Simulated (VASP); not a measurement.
The input files of a VASP run:

File KPOINTS:
```
Automatic
0
G
  6 6 6
0 0 0
```

### POSCAR
```
CsCl
1
    4.2925616765     0.0000000000     0.0000000000
    0.0000000000     4.2925616765     0.0000000000
    0.0000000000     0.0000000000     4.2925616765
Cs Cl
1 1
Direct
  0.0000000000   0.0000000000   0.0000000000
  0.5000000000   0.5000000000   0.5000000000
```

INCAR:
```
! general
SYSTEM   = CsCl
PREC     = Accurate
ENCUT    = 520
LREAL    = .FALSE.
LASPH    = .TRUE.

! electronic loop
EDIFF    = 1E-7
NELM     = 100
ALGO     = Normal
LMAXMIX  = 4

! smearing
ISMEAR   = 0
SIGMA    = 0.05

! functional
GGA      = ML
LUSE_VDW = .TRUE.
AGGAC    = 0.0
ZAB_VDW  = -1.8867

! ions
ISIF     = 2

! output
LWAVE    = .FALSE.
LCHARG   = .FALSE.
```

POTCAR, in this order: Cs_sv Cl (PBE.64 set). Program: vasp_std.

Translate this vdW-DF2 calculation to Quantum ESPRESSO's pw.x.

One equivalent input (not run):
```
&CONTROL
  calculation = 'scf'
  pseudo_dir = './pseudo'
  outdir = './out'
  tprnfor = .true.
  tstress = .true.
/
&SYSTEM
  ibrav = 0
  nat = 2
  ntyp = 2
  ecutwfc = 58
  occupations = 'smearing'
  smearing = 'gaussian'
  degauss = 0.003675
  input_dft = 'vdw-df2'
/
&ELECTRONS
  conv_thr = 7.3e-09
  electron_maxstep = 100
/
ATOMIC_SPECIES
  Cs 132.905 Cs.upf
  Cl 35.450 Cl.upf
CELL_PARAMETERS angstrom
     4.2925617    0.0000000    0.0000000
     0.0000000    4.2925617    0.0000000
     0.0000000    0.0000000    4.2925617
ATOMIC_POSITIONS crystal
  Cs   0.0000000  0.0000000  0.0000000
  Cl   0.5000000  0.5000000  0.5000000
K_POINTS automatic
  6 6 6 0 0 0
```
The two are equivalent in intent, not identical: the potentials are each code's own (VASP's PAW set, PseudoDojo norm-conserving files in pw.x), so ENCUT and ecutwfc are chosen apart and not converted; conv_thr bounds pw.x's estimated SCF error, while EDIFF bounds the energy change between steps.

The compound is CsCl in the CsCl type structure. This cell is one point of a volume scan, at 1.06 of the reference volume.
